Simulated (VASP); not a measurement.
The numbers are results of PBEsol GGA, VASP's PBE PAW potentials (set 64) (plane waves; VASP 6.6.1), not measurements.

VASP input:

### POSCAR
```
MgH2
1
    4.4701650437     0.0000000000     0.0000000000
    0.0000000000     4.4701650437     0.0000000000
    0.0000000000     0.0000000000     2.9916269068
Mg H
2 4
Direct
  0.0000000000  -0.0000000000   0.0000000000
  0.5000000000   0.5000000000   0.5000000000
  0.3043493982   0.3043493982  -0.0000000000
  0.8043493982   0.1956506018   0.5000000000
  0.1956506018   0.8043493982   0.5000000000
  0.6956506018   0.6956506018   0.0000000000
```

### INCAR
```
GGA=PS   ! PBEsol
SIGMA=0.01   ! width (eV)
ISMEAR=0
SYSTEM=MgH2
LREAL=.FALSE.   ! projection in real space or not
LCHARG=.FALSE.
LASPH=.TRUE.
LWAVE=.FALSE.
ALGO=Normal
LEPSILON=.TRUE.
ENCUT=400
PREC=Accurate
EDIFF=1E-8
NELM=100
```

### KPOINTS
```
kpoints
0
Gamma
  5 5 7
0 0 0
```

POTCAR, in this order: Mg H (PBE.64 set). Program: vasp_std.

What VASP printed:

### OSZICAR
```
...
  Direction:   1
       N       E                     dE             d eps       ncg     rms
RMM:   1    -0.276329789190E+02   -0.27633E+02    0.18182E+01   772   0.355E+01
RMM:   2    -0.262908093481E+02    0.13422E+01   -0.57551E-01   618   0.593E+00
RMM:   3    -0.262914810223E+02   -0.67167E-03   -0.28478E-03   665   0.388E-01
RMM:   4    -0.262914793343E+02    0.16880E-05   -0.26898E-05   706   0.428E-02
RMM:   5    -0.262914795524E+02   -0.21805E-06   -0.59003E-07   682   0.560E-03
RMM:   6    -0.262914795525E+02   -0.11027E-09   -0.16498E-09   717   0.899E-04
 Linear response G [H, r] |phi>, progress :
  Direction:   2
       N       E                     dE             d eps       ncg     rms
RMM:   1    -0.360397063342E+02   -0.36040E+02   -0.39881E+00   799   0.357E+01
RMM:   2    -0.335124622619E+02    0.25272E+01   -0.91524E-01   628   0.741E+00
RMM:   3    -0.335131383423E+02   -0.67608E-03   -0.38234E-03   669   0.445E-01
RMM:   4    -0.335131382794E+02    0.62900E-07   -0.33706E-05   691   0.484E-02
RMM:   5    -0.335131385400E+02   -0.26055E-06   -0.67583E-07   683   0.615E-03
RMM:   6    -0.335131385392E+02    0.75551E-09    0.76505E-10   706   0.973E-04
 Linear response G [H, r] |phi>, progress :
  Direction:   3
       N       E                     dE             d eps       ncg     rms
RMM:   1    -0.298098836908E+02   -0.29810E+02   -0.90692E-01   666   0.318E+01
RMM:   2    -0.299129960186E+02   -0.10311E+00   -0.50049E-01   596   0.486E+00
RMM:   3    -0.299158370557E+02   -0.28410E-02   -0.20820E-03   620   0.307E-01
RMM:   4    -0.299158473411E+02   -0.10285E-04   -0.21187E-05   633   0.331E-02
RMM:   5    -0.299158475007E+02   -0.15957E-06   -0.33461E-07   611   0.442E-03
RMM:   6    -0.299158475038E+02   -0.30934E-08   -0.84787E-09   545   0.639E-04
 Linear response to external field (no local field effect), progress :
  Direction:   1
       N       E                     dE             d eps       ncg     rms          rms(c)
RMM:   1    -0.431889791746E+00   -0.43189E+00   -0.74384E-01   746   0.327E+00
RMM:   2    -0.434533007910E+00   -0.26432E-02   -0.18122E-03   630   0.344E-01
RMM:   3    -0.434543253818E+00   -0.10246E-04   -0.95553E-06   646   0.243E-02
RMM:   4    -0.434543322274E+00   -0.68456E-07   -0.11584E-07   658   0.272E-03
RMM:   5    -0.434543323075E+00   -0.80143E-09   -0.29251E-09   638   0.369E-04
 Linear response to external field (no local field effect), progress :
  Direction:   2
       N       E                     dE             d eps       ncg     rms          rms(c)
RMM:   1    -0.631721561853E+00   -0.63172E+00   -0.10238E+00   764   0.339E+00
RMM:   2    -0.634343874238E+00   -0.26223E-02   -0.20053E-03   633   0.367E-01
RMM:   3    -0.634355486418E+00   -0.11612E-04   -0.10144E-05   647   0.264E-02
RMM:   4    -0.634355550450E+00   -0.64032E-07   -0.12057E-07   643   0.287E-03
RMM:   5    -0.634355551266E+00   -0.81645E-09   -0.28923E-09   629   0.390E-04
 Linear response to external field (no local field effect), progress :
  Direction:   3
       N       E                     dE             d eps       ncg     rms          rms(c)
RMM:   1    -0.542226652936E+00   -0.54223E+00   -0.82756E-01   699   0.335E+00
RMM:   2    -0.544540435502E+00   -0.23138E-02   -0.21917E-03   613   0.351E-01
RMM:   3    -0.544553687951E+00   -0.13252E-04   -0.11450E-05   599   0.263E-02
RMM:   4    -0.544553768219E+00   -0.80268E-07   -0.13343E-07   604   0.271E-03
RMM:   5    -0.544553769382E+00   -0.11631E-08   -0.30921E-09   529   0.367E-04
 Linear response to external field, progress :
  Direction:   1
       N       E                     dE             d eps       ncg     rms          rms(c)
RMM:   1    -0.531805675814E+00   -0.53181E+00   -0.88383E-01  1127   0.333E+00
RMM:   2    -0.534438432240E+00   -0.26328E-02   -0.19088E-03   949   0.354E-01    0.957E-01
RMM:   3    -0.529856470298E+00    0.45820E-02   -0.42514E-03   969   0.495E-01    0.568E-01
RMM:   4    -0.567826168495E+00   -0.37970E-01   -0.88862E-03   932   0.740E-01    0.513E-02
RMM:   5    -0.570666215802E+00   -0.28400E-02   -0.84782E-05   974   0.761E-02    0.823E-03
RMM:   6    -0.570890576347E+00   -0.22436E-03   -0.13393E-06  1008   0.105E-02    0.335E-03
RMM:   7    -0.571047234830E+00   -0.15666E-03   -0.76795E-07   985   0.658E-03    0.455E-04
RMM:   8    -0.571046544525E+00    0.69030E-06   -0.23909E-08  1021   0.832E-04    0.199E-04
RMM:   9    -0.571047373217E+00   -0.82869E-06   -0.33331E-09   910   0.417E-04    0.513E-05
RMM:  10    -0.571046644355E+00    0.72886E-06    0.63596E-11   694   0.696E-05    0.214E-05
RMM:  11    -0.571046621008E+00    0.23347E-07    0.25171E-10   623   0.710E-05    0.353E-06
 Linear response to external field, progress :
  Direction:   2
       N       E                     dE             d eps       ncg     rms          rms(c)
RMM:   1    -0.531805677813E+00   -0.53181E+00   -0.88383E-01  1127   0.333E+00
RMM:   2    -0.534438439192E+00   -0.26328E-02   -0.19086E-03   950   0.354E-01    0.957E-01
RMM:   3    -0.529856498087E+00    0.45819E-02   -0.42529E-03   967   0.495E-01    0.568E-01
RMM:   4    -0.567826224076E+00   -0.37970E-01   -0.88890E-03   930   0.740E-01    0.513E-02
RMM:   5    -0.570666362957E+00   -0.28401E-02   -0.84956E-05   965   0.761E-02    0.823E-03
RMM:   6    -0.570890590086E+00   -0.22423E-03   -0.13373E-06  1012   0.105E-02    0.335E-03
RMM:   7    -0.571047250357E+00   -0.15666E-03   -0.76992E-07   989   0.659E-03    0.455E-04
RMM:   8    -0.571046577680E+00    0.67268E-06   -0.23863E-08  1009   0.835E-04    0.199E-04
RMM:   9    -0.571047384268E+00   -0.80659E-06   -0.32544E-09   909   0.416E-04    0.510E-05
RMM:  10    -0.571046669660E+00    0.71461E-06    0.91324E-11   694   0.699E-05    0.213E-05
RMM:  11    -0.571046640943E+00    0.28717E-07    0.31476E-10   623   0.712E-05    0.357E-06
 Linear response to external field, progress :
  Direction:   3
       N       E                     dE             d eps       ncg     rms          rms(c)
RMM:   1    -0.542226652936E+00   -0.54223E+00   -0.82756E-01   699   0.335E+00
RMM:   2    -0.544540435502E+00   -0.23138E-02   -0.21917E-03   613   0.351E-01    0.100E+00
RMM:   3    -0.537268774980E+00    0.72717E-02   -0.54494E-03   588   0.553E-01    0.593E-01
RMM:   4    -0.577934416434E+00   -0.40666E-01   -0.11869E-02   599   0.826E-01    0.437E-02
RMM:   5    -0.580183819628E+00   -0.22494E-02   -0.55742E-05   605   0.677E-02    0.535E-03
RMM:   6    -0.580503607057E+00   -0.31979E-03   -0.10261E-06   626   0.925E-03    0.820E-04
RMM:   7    -0.580517480051E+00   -0.13873E-04   -0.24703E-08   635   0.160E-03    0.545E-05
RMM:   8    -0.580521918318E+00   -0.44383E-05   -0.34706E-10   555   0.169E-04    0.201E-05
RMM:   9    -0.580522200667E+00   -0.28235E-06    0.36199E-11   290   0.491E-05    0.380E-06
```

### OUTCAR
```
------------------------ aborting loop because EDIFF is reached ----------------------------------------

 HEAD OF MICROSCOPIC STATIC DIELECTRIC TENSOR (INDEPENDENT PARTICLE, excluding Hartree and local field effects)
 ------------------------------------------------------
           4.235549     0.000000     0.000000
           0.000000     4.235549     0.000000
           0.000000     0.000000     4.296721
 ------------------------------------------------------

 MACROSCOPIC STATIC DIELECTRIC TENSOR (including local field effects in DFT)
 ------------------------------------------------------
           4.119462     0.000000     0.000000
           0.000000     4.119462     0.000000
           0.000000     0.000000     4.146546
 ------------------------------------------------------

 PIEZOELECTRIC TENSOR (including local field effects)  for field in x, y, z        (e  Angst)
          XX          YY          ZZ          XY          YZ          ZX
  --------------------------------------------------------------------------------
  x     0.00000     0.00000     0.00000     0.00000     0.00000     0.00000
  y     0.00000     0.00000     0.00000     0.00000     0.00000     0.00000
  z     0.00000     0.00000     0.00000     0.00000     0.00000     0.00000

 PIEZOELECTRIC TENSOR (including local field effects)  for field in x, y, z        (C/m^2)
          XX          YY          ZZ          XY          YZ          ZX
  --------------------------------------------------------------------------------
  x     0.00000     0.00000     0.00000     0.00000     0.00000     0.00000
  y     0.00000     0.00000     0.00000     0.00000     0.00000     0.00000
  z     0.00000     0.00000     0.00000     0.00000     0.00000     0.00000

 BORN EFFECTIVE CHARGES (including local field effects) (in |e|, cummulative output)
 ---------------------------------------------------------------------------------
 ion    1
    1     1.84146     0.11913     0.00000
    2     0.11913     1.84146     0.00000
    3     0.00000     0.00000     1.93170
 ion    2
    1     1.84146    -0.11913     0.00000
    2    -0.11913     1.84146     0.00000
    3     0.00000     0.00000     1.93170
 ion    3
    1    -0.92073    -0.21114     0.00000
    2    -0.21114    -0.92073     0.00000
    3     0.00000     0.00000    -0.96585
 ion    4
    1    -0.92073     0.21114     0.00000
    2     0.21114    -0.92073     0.00000
    3     0.00000     0.00000    -0.96585
 ion    5
    1    -0.92073     0.21114     0.00000
    2     0.21114    -0.92073     0.00000
    3     0.00000     0.00000    -0.96585
 ion    6
    1    -0.92073    -0.21114     0.00000
    2    -0.21114    -0.92073     0.00000
    3     0.00000     0.00000    -0.96585
```
(Selected blocks of OUTCAR.)

File OUTCAR:
```
 val. band max:       -0.4929704964   @ k =   0.2000   0.0000   0.0000

 cond. band min:       3.2533585489   @ k =   0.4000   0.4000   0.4286


 Fermi energy:        -0.3969663346

 k-point     1 :       0.0000    0.0000    0.0000
  band No.  band energies     occupation
      1      -7.1340      2.00000
      2      -1.9680      2.00000
      3      -1.9680      2.00000
      4      -0.8976      2.00000
      5       3.9603      0.00000
      6       4.5376      0.00000
      7       8.6538      0.00000
      8       8.6538      0.00000

 k-point     2 :       0.2000    0.0000    0.0000
  band No.  band energies     occupation
      1      -6.8618      2.00000
      2      -3.1670      2.00000
      3      -1.7844      2.00000
      4      -0.4930      2.00000
      5       4.1175      0.00000
      6       5.2759      0.00000
      7       7.0429      0.00000
      8       9.3334      0.00000

 k-point     3 :       0.4000    0.0000    0.0000
  band No.  band energies     occupation
      1      -6.0589      2.00000
      2      -4.7766      2.00000
      3      -1.2862      2.00000
      4      -0.6916      2.00000
      5       4.2862      0.00000
      6       5.3229      0.00000
      7       7.9487      0.00000
      8      10.6203      0.00000

 k-point     4 :       0.2000    0.2000    0.0000
  band No.  band energies     occupation
      1      -6.5929      2.00000
      2      -3.2303      2.00000
      3      -2.5607      2.00000
      4      -0.5283      2.00000
      5       4.7815      0.00000
      6       5.4823      0.00000
      7       7.5457      0.00000
      8       9.2245      0.00000

 k-point     5 :       0.4000    0.2000    0.0000
  band No.  band energies     occupation
      1      -5.8029      2.00000
      2      -4.5563      2.00000
      3      -2.1675      2.00000
      4      -1.2811      2.00000
      5       5.3208      0.00000
      6       6.2616      0.00000
      7       8.2829      0.00000
...
```

The compound is MgH2 in the rutile structure. It was relaxed first.
